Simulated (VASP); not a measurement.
## Bulk modulus of rock-salt alkali halides: PBEsol against PBE

VASP (plane waves, PAW); cells keep the symmetry of their structure type. Static lattice, from a third-order Birch-Murnaghan fit over five volumes at each level.

Here x stands for PBE B0 and y for PBEsol B0.

| solid | PBE B0 (GPa) | PBEsol B0 (GPa) | cut-off (eV) |
|---|---|---|---|
| KI | 10.6 | ? | 520 |
| KBr | 13.4 | 15.4 | 520 |
| RbCl | 14.2 | 16.5 | 520 |
| NaI | 15.1 | 17.0 | 520 |
| LiBr | 25.8 | 28.8 | 520 |
| KF | 28.9 | 33.0 | 520 |
| LiCl | 31.8 | 35.1 | 520 |
| NaF | 45.0 | 48.6 | 520 |
| LiF | 67.5 | 72.8 | 520 |

Question: Using a straight line, estimate the missing y at x = 10.6 from the other rows, showing the fit.

Answer: With u = x - 30, the rows have u = -16.600, -15.800, -14.900, -4.200, -1.100, 1.800, 15.000, 37.500. Means: u 0.21250, y 33.40. About the means, the sum of products is 2538.5 and the sum of squares of u is 2400.2; the slope is their ratio. Least squares gives y = 33.18 + 1.0576·u. Residuals (row less fit): -0.22, 0.03, -0.42, 0.06, 0.98, 0.02, -0.44, -0.04; standard error 0.48 (degrees of freedom: 6). The slope is 1.06 with a standard error of 0.0099. At the withheld row, u = -19.400, so y = 33.18 + 1.0576 × (-19.400) = 12.66 GPa. The calculation gives 12.1 GPa, 0.56 GPa below the prediction (0.9 % of the range of y in the table). The row lies outside the fitted rows, so this is an extrapolation. From the scatter of the fitted rows alone, a prediction at this place has a standard error of 0.55 GPa, so the miss is 1.0 times that.

The rows are a random draw from the solids of this series computed here; series whose standard error about the line passes 12 to 30 % of the range of y, or with no trend, aren't shown in this form.
